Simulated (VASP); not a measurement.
RuS in VASP: the effect of target pressure

RuS:

```xyz
2
Lattice="3.3690 0.0000 0.0000 -1.6845 2.9176 0.0000 0.0000 0.0000 3.2879" Properties=species:S:1:pos:R:3 pbc="T T T"
Ru    0.0000    0.0000    0.0000
S     1.6845    0.9725    1.6440
```

The cell comes from a database or a generator and needn't be the stable form of this composition.

Alike in all runs:

```yaml
Program: VASP 6.6.1
Task: relaxation of cell and atoms
Functional: PBE
Potentials_or_basis: VASP PAW PBE potentials, release 64 (Ru_pv, S)
Cutoff: 600 eV
k_mesh: 9 × 9 × 8
Occupations: fermi-dirac, width 0.05 eV
Spin: no spin polarisation
```

Each run relaxes the cell or the atoms first.

```csv
target pressure,target pressure,relaxed volume (Å³/atom)
0 GPa,-,?
2 GPa,2 GPa,13.96
5 GPa,5 GPa,13.73
10 GPa,10 GPa,13.40
20 GPa,20 GPa,12.84
30 GPa,30 GPa,12.39
```

What does the run with target pressure 0 GPa give?

Relaxed volume 14.76 Å³/atom.

Worked out: In Murnaghan's law V^(-B') rises as a straight line in P. The other rows fit best with B' = 4.4, V0 = 14.12 Å³/atom and B0 = 170 GPa, which gives 14.12 Å³/atom at 0 GPa, against the run's 14.76.

Caveats: the cell is relaxed towards a set pressure, so the enthalpy falls and the energy may rise (some runs); the volume moved by over 15 % at a fixed basis, so the end points are rough (some runs).
